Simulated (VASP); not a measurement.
```xyz
2
Lattice="3.6425 0.0000 0.0000 0.0000 3.6425 0.0000 0.0000 0.0000 3.6425" Properties=species:S:1:pos:R:3 pbc="T T T"
Pr     0.0000     0.0000     0.0000
Zn     1.8213     1.8213     1.8213
```

These are PBEsol GGA, VASP's PBE PAW potentials (set 64) (plane waves; VASP) values and carry that method's errors. Numerical set-up: 400 eV cut-off, 9×9×9 Γ-centred mesh, first-order Methfessel-Paxton smearing of 0.10 eV, potentials Pr_3 Zn.

The 4f electrons are frozen in the core of the lanthanide potential, so 4f levels, which can set the real gap, and their magnetism are missing.

Task: Predict the energy per atom (σ→0), band gap (on the k-mesh) with the smallest direct gap where there is one.

Result: 
| Property | Value |
|---|---|
| band gap (on the k-mesh) | none (metal, semimetal or under 0.01 eV) |
| energy per atom (σ→0) | -353.9 kJ/mol of atoms |

Only differences to runs with the same potentials and settings are physical.

The structure comes from a measured PrZn entry (Pm-3m) of the Crystallography Open Database, whose conditions weren't checked. It was relaxed first. The start is the result of an earlier pass. The electron count is odd and the run is not spin-polarised, which forces a metal.
